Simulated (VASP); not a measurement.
Output of a VASP run:

### OSZICAR
```
       N       E                     dE             d eps       ncg     rms          rms(c)
DAV:   1     0.566965062982E+02    0.56697E+02   -0.43246E+03   384   0.623E+02
DAV:   2    -0.262796506374E+01   -0.59324E+02   -0.57335E+02   516   0.174E+02
DAV:   3    -0.550237889911E+01   -0.28744E+01   -0.28696E+01   496   0.379E+01
DAV:   4    -0.561899036694E+01   -0.11661E+00   -0.11658E+00   620   0.744E+00
DAV:   5    -0.562009583343E+01   -0.11055E-02   -0.11055E-02   504   0.708E-01    0.381E+00
DAV:   6    -0.554054724956E+01    0.79549E-01   -0.11551E-01   456   0.214E+00    0.264E+00
DAV:   7    -0.553783440221E+01    0.27128E-02   -0.13632E-01   476   0.209E+00    0.770E-01
DAV:   8    -0.554193111729E+01   -0.40967E-02   -0.14425E-02   476   0.776E-01    0.840E-02
DAV:   9    -0.554247097132E+01   -0.53985E-03   -0.82107E-04   472   0.197E-01    0.803E-02
DAV:  10    -0.554266351711E+01   -0.19255E-03   -0.17279E-04   464   0.803E-02    0.206E-02
DAV:  11    -0.554269873679E+01   -0.35220E-04   -0.48901E-05   440   0.426E-02    0.110E-02
DAV:  12    -0.554269791122E+01    0.82557E-06   -0.40630E-06   492   0.172E-02
   1 F= -.55426979E+01 E0= -.55426979E+01  d E =-.243800E-28
```

### OUTCAR
```
------------------------ aborting loop because EDIFF is reached ----------------------------------------
  FORCE on cell =-STRESS in cart. coord.  units (eV):
  Direction    XX          YY          ZZ          XY          YZ          ZX
  --------------------------------------------------------------------------------------
  Total        0.5544582      0.5544582      0.5544582     -0.0000000     -0.0000000      0.0000000
  in kB       10.4044845     10.4044845     10.4044845     -0.0000000     -0.0000000      0.0000000
  external PRESSURE =      10.4044845 kB  Pullay stress =       0.0000000 kB
  volume of cell :       85.38
      direct lattice vectors                 reciprocal lattice vectors
     0.000000000  3.494966000  3.494966000    -0.143062908  0.143062908  0.143062908
     3.494966000  0.000000000  3.494966000     0.143062908 -0.143062908  0.143062908
     3.494966000  3.494966000  0.000000000     0.143062908  0.143062908 -0.143062908
  FREE ENERGIE OF THE ION-ELECTRON SYSTEM (eV)
  ---------------------------------------------------
  free  energy   TOTEN  =        -5.5426979112 eV

  energy  without entropy=       -5.5426979112  energy(sigma->0) =       -5.54269791
```
(Selected blocks of OUTCAR.)

POSCAR:
```
KI
1
    0.0000000000     3.4949660000     3.4949660000
    3.4949660000     0.0000000000     3.4949660000
    3.4949660000     3.4949660000     0.0000000000
K I
1 1
Direct
  0.0000000000   0.0000000000   0.0000000000
  0.5000000000   0.5000000000   0.5000000000
```

Question: Write an INCAR and KPOINTS that could have produced this output.

Answer: This is not unique; one that fits is the input of the run itself, PBE GGA, plane waves, VASP's PBE PAW potentials (set 64).

**KPOINTS**
```
Regular mesh
0
G
6 6 6
```

INCAR:
```
# general
SYSTEM   =  KI
PREC     =  Accurate
ENCUT    =  240
LREAL    =  .False.   # projection in real space or not
LASPH    =  .True.   # aspherical one-centre terms

# electronic loop
EDIFF    =  1E-6   # SCF stop (eV)
NELM     =  100   # most electronic steps
ALGO     =  Normal
LMAXMIX  =  4

# smearing
ISMEAR   =  0   # Gaussian
SIGMA    =  0.01

# functional
GGA      =  PE

# ions
ISIF     =  2

# output
LWAVE    =  .False.
LCHARG   =  .False.
```

POTCAR, in this order: K_sv I (PBE.64 set). Program: vasp_std.

At this cut-off the stress carries a Pulay error, which pulls relaxed volumes low.

The structure comes from a computed database's KI entry; how it stands against other phases isn't given here. The cell was not relaxed at this level. The run is one of a series of settings (ENCUT = 240, KPOINTS 6×6×6 Γ-centred mesh against the base run), some of them coarse on purpose.
